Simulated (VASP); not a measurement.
# CdS (Greenockite): GW quasiparticle gap, part 3 of 3

How does the gap of CdS (Greenockite) change from the starting functional to GW? The cell is of the wurtzite type, one of the forms listed for this formula. The start is a cell from a database of measured crystal structures.

VASP 6.6.1, plane waves and PAW; the level of theory is named at each step.

So far, quasiparticle gap on the mesh (eV): step 4 (G0W0, ENCUTGW 100, bands in the sums 232) 2.04; step 6 (G0W0, ENCUTGW 140, bands in the sums 384) 2.06. Also gap on the k-mesh (eV): step 3 (empty bands) 1.19.

The database entry behind the starting cell differs from later determinations by our own check (about 0.35 % long), so it need not match the best structure at ambient conditions.

### Step 7. Empty bands

This step: PBE; plane waves and PAW (Cd_GW, S_GW) (VASP 6.6.1).

The empty bands are made again, for the run that follows.

File INCAR:

```
SYSTEM = CdS
PREC = Accurate
ENCUT = 330
ISMEAR = 0
SIGMA = 0.01
LREAL = .FALSE.
GGA = PE
NBANDS = 552
ALGO = Exact
NELM = 1
LWAVE = .TRUE.
LCHARG = .FALSE.
LOPTICS = .TRUE.
NEDOS = 1000
CSHIFT = 0.1
```

File POSCAR:

```
CdS
1.0
    4.1500000000      0.0000000000      0.0000000000
   -2.0750000000      3.5940054257      0.0000000000
    0.0000000000      0.0000000000      6.7370000000
Cd S
2 2
Direct
    0.3333333333      0.6666666667      0.0000000000
    0.6666666667      0.3333333333      0.5000000000
    0.3333333333      0.6666666667      0.3750000000
    0.6666666667      0.3333333333      0.8750000000
```

File KPOINTS:

```
Automatic mesh
0
Gamma
6 6 4
0 0 0
```

PAW data sets: Cd_GW and S_GW (PBE family, release 64).

Launch:

```console
$ mpirun -np 8 vasp_std
```

The log of the run:

```text
[banner, memory and clock lines left out]
running    8 mpi-ranks, on    1 nodes
[...]
[... a notice as in an earlier step ...]

 LDA part: xc-table for (Slater+PW92), standard interpolation
 found WAVECAR, reading the header
  number of bands has changed, file:    24 present:   552
  trying to continue reading WAVECAR, but it might fail
 POSCAR, INCAR and KPOINTS ok, starting setup
[...]
reading WAVECAR
 random initialization beyond band           24
 the WAVECAR file was read successfully
 initial charge from wavefunction
 entering main loop
       N       E                     dE             d eps       ncg     rms          rms(c)
DIA:   1    -0.123388104576E+02   -0.12339E+02    0.00000E+00     0   0.000E+00
   1 F= -.12338810E+02 E0= -.12338810E+02  d E =-.143755E-16
 writing wavefunctions
 optical routines
 imaginary and real dielectric function
 recalculating local potential from charge density
 direction            1
 direction            2
 direction            3
```

It took 14 s on 8 MPI ranks of Intel Xeon 6975P-C (Granite Rapids), shared host; peak memory 2.2 GiB; 1.8 min of CPU time.

OUTCAR, selected parts (step 7):

```text
  Total        0.9080828      0.9080828      1.3014480      0.0000000      0.0000000      0.0000000
  in kB       14.4791371     14.4791371     20.7512389      0.0000000      0.0000000      0.0000000
  external PRESSURE =      16.5698377 kB  Pullay stress =       0.0000000 kB

 POSITION                                       TOTAL-FORCE (eV/Angst)
 -----------------------------------------------------------------------------------
     -0.00000      2.39600      0.00000        -0.000000     -0.000000     -0.067517
      2.07500      1.19800      3.36850        -0.000000      0.000000     -0.067517
     -0.00000      2.39600      2.52637         0.000000     -0.000000      0.067517
      2.07500      1.19800      5.89487        -0.000000      0.000000      0.067517
 -----------------------------------------------------------------------------------
    total drift:                                0.000000      0.000001     -0.000271

  FREE ENERGIE OF THE ION-ELECTRON SYSTEM (eV)
  ---------------------------------------------------
  free  energy   TOTEN  =       -12.3388104576 eV

  energy  without entropy=      -12.3388104576  energy(sigma->0) =      -12.33881046

[... 1 part as in an earlier step ...]

[... 2 further parts left out ...]
[key lines of the parts left out:]
E-fermi :   2.5818
```

WAVECAR now holds 552 bands for 36 electrons.

### Step 8. G0W0, ENCUTGW 180, bands in the sums 552

This step: G0W0 on PBE; plane waves and PAW (Cd_GW, S_GW) (VASP 6.6.1).

ENCUTGW rises to 180 eV and the bands with it, to about the number of plane waves under that cutoff.

File INCAR:

```
SYSTEM = CdS
PREC = Accurate
ENCUT = 330
ISMEAR = 0
SIGMA = 0.01
LREAL = .FALSE.
GGA = PE
NBANDS = 552
ALGO = EVGW0
NELMGW = 1
ENCUTGW = 180
NOMEGA = 48
PRECFOCK = Fast
NBANDSGW = 32
LWAVE = .FALSE.
LCHARG = .FALSE.
```

POSCAR is that of step 7.

KPOINTS is that of step 7.

Launch:

```console
$ mpirun -np 8 vasp_std
```

The log of the run:

```text
[banner, memory and clock lines left out]
running    8 mpi-ranks, on    1 nodes
[...]
[... a notice as in an earlier step ...]

|                                                                             |
|           W    W    AA    RRRRR   N    N  II  N    N   GGGG   !!!           |
|           W    W   A  A   R    R  NN   N  II  NN   N  G    G  !!!           |
|           W    W  A    A  R    R  N N  N  II  N N  N  G       !!!           |
|           W WW W  AAAAAA  RRRRR   N  N N  II  N  N N  G  GGG   !            |
|           WW  WW  A    A  R   R   N   NN  II  N   NN  G    G                |
|           W    W  A    A  R    R  N    N  II  N    N   GGGG   !!!           |
|                                                                             |
|     The default for ENCUTGWSOFT is different in this version of VASP.       |
|     please manually set ENCUTGWSOFT =180 in the INCAR file.                 |
|                                                                             |

[...]
total number of BLAS operations     214801.34 Gflops
NQ=  17    0.3333    0.0000    0.5000,
|.........|.........|.........|.........|.........|.........|.........|.........
 performed      94319000 updates of chi_q(r,r)
 total number of BLAS operations     229090.47 Gflops
NQ=  18    0.5000   -0.0000    0.5000,
|.........|.........|.........|.........|.........|.........|.........|.........
 performed      98994000 updates of chi_q(r,r)
 total number of BLAS operations     240160.77 Gflops
NQ=  19    0.1667    0.1667    0.5000,
|.........|.........|.........|.........|.........|.........|.........|.........
 performed     105153000 updates of chi_q(r,r)
 total number of BLAS operations     255394.36 Gflops
NQ=  20    0.3333    0.1667    0.5000,
|.........|.........|.........|.........|.........|.........|.........|.........
 performed     112160000 updates of chi_q(r,r)
 total number of BLAS operations     272352.79 Gflops
NQ=  21    0.3333    0.3333    0.5000,
|.........|.........|.........|.........|.........|.........|.........|.........
 performed     116270000 updates of chi_q(r,r)
 total number of BLAS operations     282156.56 Gflops
 resolving degeneracies of screened two electron integrals

 calculate QP shifts <psi_nk| G(iteration)W_0 |psi_nk>: iteration 1
 entering main loop
[key lines of the parts left out:]
E-fermi :   3.1219
```

The job ended after 21 min (8 MPI ranks; peak memory 6.8 GiB; 2.8 h of CPU time).

From OUTCAR (step 8):

```text
 QP shifts <psi_nk| G(iteration)W_0 |psi_nk>: iteration 1
 for sc-GW calculations column KS-energies equals QP-energies in previous step
 and V_xc(KS)=  KS-energies - (<T + V_ion + V_H > + <T+V_H+V_ion>^1  + <V_x>^1)
 k-point   1 :       0.0000    0.0000    0.0000
  band No.  KS-energies  QP-energies   sigma(KS)   V_xc(KS)     V^pw_x(r,r')   Z            occupation Imag(sigma)
    ...
     15       1.7718       0.8384     -14.4313     -13.1714     -16.2486       0.7409       2.0000       0.0245
     16       2.4846       1.6016     -14.8873     -13.7086     -16.4526       0.7491       2.0000       0.0230
     17       2.5277       1.6411     -14.9645     -13.7802     -16.5649       0.7486       2.0000       0.0247
     18       2.5277       1.6411     -14.9645     -13.7802     -16.5649       0.7486       2.0000       0.0247
     19       3.7162       3.7388      -9.8368      -9.8652      -6.2009       0.7952       0.0000      -0.0745
     20       5.3120       5.4851      -9.7759      -9.9955      -5.7461       0.7879       0.0000      -0.0746
     21       8.9894       9.3067      -9.2497      -9.6590      -4.8645       0.7752       0.0000      -0.0913
     22       8.9894       9.3067      -9.2497      -9.6590      -4.8645       0.7752       0.0000      -0.0913
    ...

[... 1 part as in an earlier step ...]

[... 2 further parts left out ...]
[key lines of the parts left out:]
E-fermi :   3.1219
```

The gap is now 2.098 eV, +37 meV against the GW run before. Spin-orbit coupling is left out.

### Step 9. Empty bands

This step: PBE; plane waves and PAW (Cd_GW, S_GW) (VASP 6.6.1).

The empty bands are made again, for the run that follows.

File INCAR:

```
SYSTEM = CdS
PREC = Accurate
ENCUT = 330
ISMEAR = 0
SIGMA = 0.01
LREAL = .FALSE.
GGA = PE
NBANDS = 752
ALGO = Exact
NELM = 1
LWAVE = .TRUE.
LCHARG = .FALSE.
LOPTICS = .TRUE.
NEDOS = 1000
CSHIFT = 0.1
```

POSCAR is that of step 8.

KPOINTS is that of step 8.

Launch:

```console
$ mpirun -np 8 vasp_std
```

The log of the run:

```text
[banner, memory and clock lines left out]
running    8 mpi-ranks, on    1 nodes
[...]
[... a notice as in an earlier step ...]

 LDA part: xc-table for (Slater+PW92), standard interpolation
 found WAVECAR, reading the header
  number of bands has changed, file:    24 present:   752
  trying to continue reading WAVECAR, but it might fail
 POSCAR, INCAR and KPOINTS ok, starting setup
[...]
reading WAVECAR
 random initialization beyond band           24
 the WAVECAR file was read successfully
 initial charge from wavefunction
 entering main loop
       N       E                     dE             d eps       ncg     rms          rms(c)
DIA:   1    -0.123388104578E+02   -0.12339E+02    0.00000E+00     0   0.000E+00
   1 F= -.12338810E+02 E0= -.12338810E+02  d E =-.378574E-11
 writing wavefunctions
 optical routines
 imaginary and real dielectric function
 recalculating local potential from charge density
 direction            1
 direction            2
 direction            3
```

It took 16 s on 8 MPI ranks; peak memory 2.4 GiB; 2 min of CPU time.

Parts of OUTCAR (step 9):

```text
  Total        0.9080828      0.9080828      1.3014480      0.0000000      0.0000000      0.0000000
  in kB       14.4791370     14.4791370     20.7512389      0.0000000      0.0000000      0.0000000
  external PRESSURE =      16.5698376 kB  Pullay stress =       0.0000000 kB

 POSITION                                       TOTAL-FORCE (eV/Angst)
 -----------------------------------------------------------------------------------
     -0.00000      2.39600      0.00000         0.000000     -0.000000     -0.067517
      2.07500      1.19800      3.36850        -0.000000      0.000000     -0.067517
     -0.00000      2.39600      2.52637        -0.000000     -0.000000      0.067517
      2.07500      1.19800      5.89487         0.000000      0.000000      0.067517
 -----------------------------------------------------------------------------------
    total drift:                                0.000000      0.000001     -0.000271

  FREE ENERGIE OF THE ION-ELECTRON SYSTEM (eV)
  ---------------------------------------------------
  free  energy   TOTEN  =       -12.3388104578 eV

  energy  without entropy=      -12.3388104578  energy(sigma->0) =      -12.33881046

[... 1 part as in an earlier step ...]

[... 2 further parts left out ...]
[key lines of the parts left out:]
E-fermi :   2.5687
```

WAVECAR now holds 752 bands for 36 electrons.

### Step 10. G0W0, ENCUTGW 220, bands in the sums 752

This step: G0W0 on PBE; plane waves and PAW (Cd_GW, S_GW) (VASP 6.6.1).

ENCUTGW rises to 220 eV and the bands with it, to about the number of plane waves under that cutoff.

File INCAR:

```
SYSTEM = CdS
PREC = Accurate
ENCUT = 330
ISMEAR = 0
SIGMA = 0.01
LREAL = .FALSE.
GGA = PE
NBANDS = 752
ALGO = EVGW0
NELMGW = 1
ENCUTGW = 220
NOMEGA = 48
PRECFOCK = Fast
NBANDSGW = 32
LWAVE = .FALSE.
LCHARG = .FALSE.
```

POSCAR is that of step 9.

KPOINTS is that of step 9.

Launch:

```console
$ mpirun -np 8 vasp_std
```

The log of the run:

```text
[banner, memory and clock lines left out]
running    8 mpi-ranks, on    1 nodes
[...]
[... a notice as in an earlier step ...]

|                                                                             |
|           W    W    AA    RRRRR   N    N  II  N    N   GGGG   !!!           |
|           W    W   A  A   R    R  NN   N  II  NN   N  G    G  !!!           |
|           W    W  A    A  R    R  N N  N  II  N N  N  G       !!!           |
|           W WW W  AAAAAA  RRRRR   N  N N  II  N  N N  G  GGG   !            |
|           WW  WW  A    A  R   R   N   NN  II  N   NN  G    G                |
|           W    W  A    A  R    R  N    N  II  N    N   GGGG   !!!           |
|                                                                             |
|     The default for ENCUTGWSOFT is different in this version of VASP.       |
|     please manually set ENCUTGWSOFT =220 in the INCAR file.                 |
|                                                                             |

[...]
total number of BLAS operations     530685.25 Gflops
NQ=  17    0.3333    0.0000    0.5000,
|.........|.........|.........|.........|.........|.........|.........|.........
 performed     129071000 updates of chi_q(r,r)
 total number of BLAS operations     566910.33 Gflops
NQ=  18    0.5000   -0.0000    0.5000,
|.........|.........|.........|.........|.........|.........|.........|.........
 performed     135474000 updates of chi_q(r,r)
 total number of BLAS operations     596501.78 Gflops
NQ=  19    0.1667    0.1667    0.5000,
|.........|.........|.........|.........|.........|.........|.........|.........
 performed     143899000 updates of chi_q(r,r)
 total number of BLAS operations     634012.49 Gflops
NQ=  20    0.3333    0.1667    0.5000,
|.........|.........|.........|.........|.........|.........|.........|.........
 performed     153479000 updates of chi_q(r,r)
 total number of BLAS operations     677585.45 Gflops
NQ=  21    0.3333    0.3333    0.5000,
|.........|.........|.........|.........|.........|.........|.........|.........
 performed     159112000 updates of chi_q(r,r)
 total number of BLAS operations     703345.35 Gflops
 resolving degeneracies of screened two electron integrals

 calculate QP shifts <psi_nk| G(iteration)W_0 |psi_nk>: iteration 1
 entering main loop
[key lines of the parts left out:]
E-fermi :   3.1219
```

The job ended after 38 min (8 MPI ranks; peak memory 9.6 GiB; 5.1 h of CPU time).

OUTCAR, selected parts (step 10):

```text
 QP shifts <psi_nk| G(iteration)W_0 |psi_nk>: iteration 1
 for sc-GW calculations column KS-energies equals QP-energies in previous step
 and V_xc(KS)=  KS-energies - (<T + V_ion + V_H > + <T+V_H+V_ion>^1  + <V_x>^1)
 k-point   1 :       0.0000    0.0000    0.0000
  band No.  KS-energies  QP-energies   sigma(KS)   V_xc(KS)     V^pw_x(r,r')   Z            occupation Imag(sigma)
    ...
     15       1.7718       0.7766     -14.5173     -13.1714     -16.2486       0.7394       2.0000      -0.0422
     16       2.4846       1.5333     -14.9801     -13.7086     -16.4526       0.7482       2.0000      -0.0423
     17       2.5277       1.5739     -15.0575     -13.7802     -16.5649       0.7467       2.0000      -0.0404
     18       2.5277       1.5739     -15.0575     -13.7802     -16.5649       0.7467       2.0000      -0.0404
     19       3.7162       3.6847      -9.9049      -9.8652      -6.2009       0.7929       0.0000      -0.1066
     20       5.3120       5.4342      -9.8400      -9.9955      -5.7461       0.7857       0.0000      -0.1057
     21       8.9894       9.2716      -9.2941      -9.6590      -4.8645       0.7733       0.0000      -0.1153
     22       8.9894       9.2716      -9.2941      -9.6590      -4.8645       0.7733       0.0000      -0.1153
    ...

[... 1 part as in an earlier step ...]

[... 2 further parts left out ...]
[key lines of the parts left out:]
E-fermi :   3.1219
```

The gap is now 2.111 eV, +13 meV against the GW run before. Spin-orbit coupling is left out.

### Step 11. Summary

This step: GW series: G0W0 on PBE; plane waves and PAW (VASP 6.6.1).

Derived from the runs above.

Numbers from this step:

```
gap extrapolated to a complete basis        : 2.165 eV
direct gap extrapolated to a complete basis : 2.165 eV
```

Cost is wall time times ranks on a shared host, with the step that makes the empty bands. GW runs:

| level | bands | ENCUTGW (eV) | NOMEGA | k mesh | starting gap (eV) | quasiparticle gap (eV) | direct gap (eV) | cost (core minutes) |
| --- | --- | --- | --- | --- | --- | --- | --- | --- |
| G0W0 | 232 | 100 | 48 | 6x6x4 | 1.188 | 2.038 | 2.038 | 45.84 |
| G0W0 | 384 | 140 | 48 | 6x6x4 | 1.188 | 2.061 | 2.061 | 85.27 |
| G0W0 | 552 | 180 | 48 | 6x6x4 | 1.188 | 2.098 | 2.098 | 168.3 |
| G0W0 | 752 | 220 | 48 | 6x6x4 | 1.188 | 2.111 | 2.111 | 308.5 |

### Step 12. What came out

```yaml
g0w0_on_pbe_752_bands_encutgw_220_ev_nomega_48_mesh_6x6x4: 1.189 → 2.111 eV
g0w0_on_pbe_232_bands_encutgw_100_ev_nomega_48_mesh_6x6x4: 1.189 → 2.038 eV
gap_at_a_complete_basis_linear_in_encutgw_minus_3_over_2: 2.17 eV
```

In words: G0W0 gives a quasiparticle gap of 2.111 eV on the mesh, 0.92 eV over the PBE gap on the same mesh. On mesh and path the starting valence top lies at Γ and the conduction bottom at Γ, so the starting gap is direct. Both points lie on the GW mesh. The steps of the series move the gap by +23, +37, +13 meV; the last costs 1.8 times the one before. The last step lies within a tolerance of 30 meV, picked for this account, and the last two together move the gap by +50 meV. Extrapolated from the last three points to a complete basis, the gap is 2.17 eV, +54 meV from the dearest run. The extrapolation removes the error of the response basis alone, at this mesh, ENCUT and data set. In Cd_GW the d shell is in the valence without all the semicore s and p states of the same shell; those stay frozen in the core, and how far that moves the GW gap wasn't tested here. Spin-orbit coupling is left out; with Cd in the cell it can split or shift band edges, by an amount that depends on which atoms form them and isn't tested here. Not tabulated here, as repeats of values shown or as unfit to read for their mesh, reference level or band range: eps2 curves (empty bands); eps1 curves and static values (empty bands); gaps (empty bands).

[Lines on the potential files, build, host, timing and source positions are cut from VASP's logs without a mark.]

[Logs are printed without paths, hosts, clocks, repeated set-up lines and the standing remarks that a program may print on its own settings, such as how far it seeks lower states.]

[Hosts, paths, dates, database ids (printed as entryN), source tags and the programs' standing remarks are cut or masked in the printed files.]

[Pressures printed for these runs are not shown converged in the cutoff: they can be off by several GPa and have the wrong sign.]
